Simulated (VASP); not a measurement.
Input:

```
CELL_PARAMETERS angstrom
      0.00000     2.23654     2.23654
      2.23654     0.00000     2.23654
      2.23654     2.23654     0.00000
ATOMIC_POSITIONS crystal
  Ga 0.00000 0.00000 0.00000
  N  0.25000 0.25000 0.25000
```

Level of theory: revTPSS meta-GGA, VASP's PBE PAW potentials (set 64) (plane waves; VASP). Numerical set-up: 520 eV cut-off, 10×10×10 Γ-centred mesh, Gaussian smearing of 0.050 eV, potentials Ga_d N.

**Question.** What does the run give for the energy per atom (σ→0), pressure, band gap (on the k-mesh) with the smallest direct gap where there is one?

**Answer.** 
```yaml
band gap (on the k-mesh): 1.71 eV
smallest direct gap (on the k-mesh): 1.71 eV
energy per atom (σ→0): -3.890 eV/atom
pressure: 6.27 GPa
```

Only differences to runs with the same potentials and settings are physical.

The compound is GaN in the zinc blende structure, a metastable form; wurtzite is the usual one. This cell is one point of a volume scan, at 0.97 of the reference volume.
